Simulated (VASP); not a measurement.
A convergence study with VASP on BAs (zinc blende): one setting is varied, all else stays as given below, so the limit is that of these other settings. Each run relaxes cell and ions from the cell shown.

```
CELL_PARAMETERS angstrom
      0.00000     2.39000     2.39000
      2.39000     0.00000     2.39000
      2.39000     2.39000     0.00000
ATOMIC_POSITIONS crystal
  B  0.00000 0.00000 0.00000
  As 0.25000 0.25000 0.25000
```

Level of theory: PBE GGA, VASP's PBE PAW potentials (set 64) (plane waves; VASP). The tightest run used: 700 eV cut-off, 14×14×14 Γ-centred mesh, Gaussian smearing of 0.050 eV, potentials B As.

Gaps are read on the run's mesh, which can miss a band edge.

| setting | relaxed volume (Å³/atom) | E (eV/atom) | gap on the mesh (eV) | irreducible k-points |
|---|---|---|---|---|
| 2×2×2 mesh | 15.213 | -4.3251 | 1.444 | 3 |
| 3×3×3 mesh | 14.202 | -5.3944 | 1.275 | 4 |
| 4×4×4 mesh | 14.025 | -5.6196 | 1.448 | 8 |

### Question
These are the cheaper rows. Estimate the results at 14×14×14 mesh, and how far the last row shown lies from them.

### Answer

| quantity | tightest run | last row shown is off by |
|---|---|---|
| relaxed volume (Å³/atom) | 13.967 | 0.058 |
| E (eV/atom) | -5.7078 | 0.0882 |
| gap on the mesh (eV) | 1.224 | 0.224 |

Left out are rungs that failed or repeat a setting and relaxations that didn't move; long series are thinned to 24 rows.

The compound is BAs in the zinc blende structure.
